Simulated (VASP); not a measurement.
Given:

```xyz
2
Lattice="2.4935 1.4396 2.0627 -2.4935 1.4396 2.0627 0.0000 -2.8792 2.0627" Properties=species:S:1:pos:R:3 pbc="T T T"
Pb     0.0000     0.0000     0.0000
Li     0.0000     0.0000     3.0940
```

The numbers are results of r2SCAN meta-GGA, VASP's PBE PAW potentials (set 64) (plane waves; VASP), not measurements. Settings: 520 eV cut-off, 9×9×9 Γ-centred mesh, first-order Methfessel-Paxton smearing of 0.10 eV, potentials Pb_d Li_sv.

Q: The ions, cell shape and volume are relaxed. What does this cell relax into?

A: 
```xyz
2
Lattice="2.4912 1.4383 2.0405 -2.4912 1.4383 2.0405 0.0000 -2.8766 2.0405" Properties=species:S:1:pos:R:3 pbc="T T T"
Pb     0.0000     2.8766     4.0809
Li     0.0000     0.0000     3.0607
```
Space group Pm-3m (221), at a tolerance of 0.03 Å.

Q: How do energy and volume change from the first to the last step?

A: The energy (σ→0) changes by -0.5 meV/atom and the volume by -1.3 %, in 8 ionic steps.

The structure comes from a measured LiPb entry (R-3m) of the Crystallography Open Database, whose conditions weren't checked. This run relaxes it. It ends in space group Pm-3m. Symmetry was kept, so distortions that lower it aren't found. The electron count is odd and the run is not spin-polarised, which forces a metal.
